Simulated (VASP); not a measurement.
```
CELL_PARAMETERS angstrom
      0.00000     1.99861     1.99861
      1.99861     0.00000     1.99861
      1.99861     1.99861     0.00000
ATOMIC_POSITIONS crystal
  Pd 0.00000 0.00000 0.00000
```

Method: vdW-DF2, VASP's PBE PAW potentials (set 64) (plane waves; VASP). Numerical set-up: 520 eV cut-off, 15×15×15 Γ-centred mesh, first-order Methfessel-Paxton smearing of 0.10 eV, potentials Pd.

Q: Give the stress tensor in GPa (positive for a compressed cell).

A: 
```
8.55  0.00  0.00
0.00  8.55  0.00
0.00  0.00  8.55
```
The pressure is its mean diagonal, 8.55 GPa.

The compound is Pd in the fcc structure. This cell is one point of a volume scan, at 0.94 of the reference volume.
